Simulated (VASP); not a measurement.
The cell holds one MoTe2 (2H layered) monolayer, with vacuum along c. Ionisation potential and electron affinity count from the cell's own band edges, surface states included.

Data:

```xyz
3
Lattice="3.4644 0.0000 0.0000 -1.7322 3.0003 0.0000 0.0000 0.0000 19.4563" Properties=species:S:1:pos:R:3 pbc="T T T"
Te     0.0000     2.0002    11.5267
Te     0.0000     2.0002     7.9296
Mo     1.7322     1.0001     9.7282
```

All values below come from LDA (Ceperley-Alder, Perdew-Zunger), VASP's LDA PAW potentials (set 64) (plane waves; VASP). Settings: 400 eV cut-off, 12×12×1 Γ-centred mesh, Gaussian smearing of 0.050 eV, potentials Te Mo_sv.

Unless said otherwise, spin-orbit coupling is left out, though it shifts the bands of the heavy elements here.

```yaml
energy_to_cut_it_from_the_bulk_per_area: 15.5 meV/Å²
ionisation_potential: 5.15 eV
electron_affinity: 3.90 eV
band gap (on the k-mesh): 1.25 eV
```

The cell is a sheet with vacuum, built from MoTe2 (2H layered).
